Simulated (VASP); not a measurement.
Data:

```yaml
crystal:
  lattice:
    - [0.00000, 3.22421, 3.22421]
    - [3.22421, 0.00000, 3.22421]
    - [3.22421, 3.22421, 0.00000]
  atoms:
    - { symbol: Hg, position: [0.00000, 0.00000, 0.00000] }
    - { symbol: Te, position: [0.25000, 0.25000, 0.25000] }
```

The numbers are results of LDA (Ceperley-Alder, Perdew-Zunger), VASP's LDA PAW potentials (set 64) (plane waves; VASP), not measurements. Settings: 520 eV cut-off, Gaussian smearing of 0.050 eV, potentials Hg Te.

**Question.** Give the energies of bands 4 to 12 at the high-symmetry points, in eV from the Fermi level.

**Answer.** 
| band | Γ | X | U | L | W |
|---|---|---|---|---|---|
| 4 | -7.42 | -7.07 | -6.99 | -6.86 | -6.93 |
| 5 | -6.88 | -6.81 | -6.85 | -6.86 | -6.92 |
| 6 | -6.88 | -6.42 | -6.33 | -6.57 | -6.25 |
| 7 | -0.85 | -5.52 | -5.55 | -5.59 | -5.61 |
| 8 | 0.00 | -2.33 | -3.00 | -1.01 | -2.74 |
| 9 | 0.00 | -2.33 | -1.93 | -1.01 | -2.62 |
| 10 | 0.00 | 1.82 | 2.15 | 0.60 | 3.10 |
| 11 | 4.14 | 2.30 | 3.91 | 4.95 | 4.49 |
| 12 | 4.14 | 8.05 | 6.88 | 4.95 | 5.17 |

It has no gap at this level: it comes out as a metal or semimetal.

The compound is HgTe in the zinc blende structure. It was relaxed first.
